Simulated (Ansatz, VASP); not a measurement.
**One calculation of CaBe, two programs**

```
CELL_PARAMETERS angstrom
3.87605 0.00000 0.00000
-1.93802 3.35675 0.00000
0.00000 0.00000 3.92753
ATOMIC_POSITIONS crystal
Ca 0.00000 0.00000 0.00000
Be 0.66667 0.33333 0.50000
```

Alike in both runs: functional PBE; k mesh 18 × 18 × 14; occupations gaussian, width 0.1 eV; no spin polarisation.

Ansatz relaxed the structure, and its values are those at the end. VASP's run is a single point on that final structure, the one shown.

|  | VASP | Ansatz |
| --- | --- | --- |
| version | VASP 6.6.1 | Ansatz 0.2.0 |
| potentials or method | VASP PAW PBE potentials, release 64 (Ca_sv, Be) | scalar-relativistic, plane waves, PAW |
| plane-wave cutoff (eV) | 520 | 420 |
| valence electrons in the cell | 12 | 12 |

|  | VASP | Ansatz | Ansatz less VASP |
| --- | --- | --- | --- |
| gap on the k mesh at the Fermi level (eV) | none | none | - |
| pressure (GPa) | 0.0 | 0.0 | -0.05 |

A gap of «none» marks a metal or a gap that the smearing closes.
